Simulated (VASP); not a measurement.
F6S, 7 atoms in the cell. The cell holds a molecule in a box, 7 atoms: a = 13.230 Å, b = 13.730 Å, c = 14.230 Å, α = 90.00°, β = 90.00°, γ = 90.00°. 

```yaml
Program: VASP 6.6.1
Task: single point
Functional: PBE
Dispersion: D3
Potentials_or_basis: VASP PAW PBE potentials, release 64 (F, S)
Cutoff: 400 eV
k_mesh: 1 × 1 × 1
Occupations: gaussian, width 0.01 eV
Spin: no spin polarisation
Further_INCAR_settings: ALGO = Fast; EDIFF = 1e-06; ISYM = 0
```

Potentials or basis: VASP PAW PBE potentials, release 64 (F, S).

Run with:

```sh
$ cat potpaw_PBE.64/F/POTCAR potpaw_PBE.64/S/POTCAR > POTCAR
$ mpirun -np 4 vasp_gam > vasp.out
```

Hardware: 4 MPI ranks on Intel(R) Xeon(R) Platinum 8259CL CPU @ 2.50GHz (Skylake/Cascade Lake), with other jobs on the host.

Task: Estimate the wall time of this run.

Result: Run time: 44 s on 4 MPI ranks on Intel(R) Xeon(R) Platinum 8259CL CPU @ 2.50GHz (Skylake/Cascade Lake), with other jobs on the host, peak memory 0.5 GiB a rank. Counts: scf iterations 24, k points 1.
